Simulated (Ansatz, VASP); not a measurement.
Given: the input of a run of Ansatz 0.2.0 on Sc3Te.

File input.yaml:

```yaml
crystal:
  lattice:
    - [0.0, 3.5695, 3.5695]
    - [3.5695, 0.0, 3.5695]
    - [3.5695, 3.5695, 0.0]
  atoms:
    - { symbol: Sc, position: [0.25, 0.25, 0.25] }
    - { symbol: Sc, position: [0.75, 0.75, 0.75] }
    - { symbol: Sc, position: [0.5, 0.5, 0.5] }
    - { symbol: Te, position: [0.0, 0.0, 0.0] }
hamiltonian:
  xc: pbe
  pseudopotentials: { kind: paw }
kpoints:
  mp_grid: { grid: [5, 5, 5] }
scf:
  occupations: { method: fermi_dirac, width: 0.05 }
output:
  forces: true
  stress: true
  eigenvalues: true
relax:
  f_tol: 0.01
  max_steps: 40
  cell: { stress_tol: 0.05 }
```

Potentials or basis: Ansatz PAW.

Launch:

```sh
$ ansatz run input.yaml --threads 2 --pin off --max-ram 5632MiB --backend cpu --events-out ev --progress --plain --runs-dir out
```

**Question.** Set up the same calculation for VASP 6.6.1. Potentials there: VASP PAW PBE potentials, release 64 (Sc_sv, Te).

**Answer.** As run (the cutoff follows the program's own potentials):

File INCAR:

```
PREC = Accurate
ENCUT = 600
EDIFF = 1E-7
ISMEAR = -1
SIGMA = 0.05
LREAL = F
LASPH = T
NELM = 100
ALGO = Normal
ISIF = 3
LWAVE = F
LCHARG = F
GGA = PE
IBRION = 2
NSW = 60
EDIFFG = -0.01
```

KPOINTS

```
Automatic mesh
0
Gamma
  5 5 5
```

The input POSCAR:

```
Sc3Te
1.0
    0.0000000000      3.5695000000      3.5695000000
    3.5695000000      0.0000000000      3.5695000000
    3.5695000000      3.5695000000      0.0000000000
Sc Te
3 1
Direct
    0.2500000000      0.2500000000      0.2500000000
    0.7500000000      0.7500000000      0.7500000000
    0.5000000000      0.5000000000      0.5000000000
    0.0000000000      0.0000000000      0.0000000000
```

Potentials or basis: VASP PAW PBE potentials, release 64 (Sc_sv, Te).

Command:

```console
$ cat potpaw_PBE.64/Sc_sv/POTCAR potpaw_PBE.64/Te/POTCAR > POTCAR
$ mpirun -np 1 vasp_std > vasp.out
```

Both were run:

|  | VASP | Ansatz | Ansatz less VASP |
| --- | --- | --- | --- |
| gap on the k mesh at the Fermi level, each at its own relaxed structure (eV) | none | none | - |
| relaxed volume (Å³/atom) | 22.74 | 22.67 | -0.068 |
| relaxed cell length with the largest relative difference (Å) | 5.048 | 5.043 | -0.0050 |

A gap of «none» marks a metal or a gap that the smearing closes. The two sets of potentials don't hold the same shells in valence.

Caveats: the relaxation stopped at its first step, so nothing moved (VASP); the plane-wave basis is chosen anew once the cell has moved, so the energies of steps on either side of that aren't comparable (Ansatz). The runs have no spin-orbit coupling, so splittings on Te are missing.
